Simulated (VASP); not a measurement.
A VASP calculation is set up with these files.

### INCAR
```
LASPH=.True.   ! aspherical one-centre terms
SIGMA=0.1   ! width (eV)
ENCUT=300   ! plane-wave cut-off (eV)
GGA=PE
EDIFF=1E-6   ! SCF stop (eV)
PREC=Accurate
LMAXMIX=4
ISMEAR=0   ! Gaussian
ISIF=2   ! forces and stress, cell fixed
ALGO=Normal   ! blocked Davidson
LCHARG=.False.
LREAL=.False.
LWAVE=.False.
NELM=100   ! most electronic steps
SYSTEM=Si2Ni
```

KPOINTS:
```
Automatic mesh
0
Gamma
4 4 4
0 0 0
```

**POSCAR**
```
Si2Ni
1
    0.0000000000     2.6931550000     2.6931550000
    2.6931550000     0.0000000000     2.6931550000
    2.6931550000     2.6931550000     0.0000000000
Si Ni
2 1
Direct
  0.2500000000   0.2500000000   0.2500000000
  0.7500000000   0.7500000000   0.7500000000
  0.0000000000   0.0000000000   0.0000000000
```

POTCAR, in this order: Si Ni (PBE.64 set). Program: vasp_std.

### Question
Write an equivalent input for Quantum ESPRESSO's pw.x.

### Answer
One equivalent input (not run):
```
&CONTROL
  calculation = 'scf'
  pseudo_dir = './pseudo'
  outdir = './out'
  tprnfor = .true.
  tstress = .true.
/
&SYSTEM
  ibrav = 0
  nat = 3
  ntyp = 2
  ecutwfc = 98
  occupations = 'smearing'
  smearing = 'gaussian'
  degauss = 0.00735
  input_dft = 'pbe'
/
&ELECTRONS
  conv_thr = 7.3e-08
  electron_maxstep = 100
/
ATOMIC_SPECIES
  Si 28.085 Si.upf
  Ni 58.693 Ni.upf
CELL_PARAMETERS angstrom
     0.0000000    2.6931550    2.6931550
     2.6931550    0.0000000    2.6931550
     2.6931550    2.6931550    0.0000000
ATOMIC_POSITIONS crystal
  Si   0.2500000  0.2500000  0.2500000
  Si   0.7500000  0.7500000  0.7500000
  Ni   0.0000000  0.0000000  0.0000000
K_POINTS automatic
  4 4 4 0 0 0
```
What does not carry over: the potentials are each code's own (VASP's PAW set, PseudoDojo norm-conserving files in pw.x), so ENCUT and ecutwfc are chosen apart and not converted; conv_thr bounds pw.x's estimated SCF error, while EDIFF bounds the energy change between steps.

The structure comes from a computed database's Si2Ni entry (Fm-3m); how it stands against other phases isn't given here. The cell was not relaxed at this level. The k-mesh is coarse (spacing up to 0.51 per Å, 2π included), so the numbers may not be converged in it. The run is one of a series of settings (KPOINTS 4×4×4 Γ-centred mesh against the base run), some of them coarse on purpose.
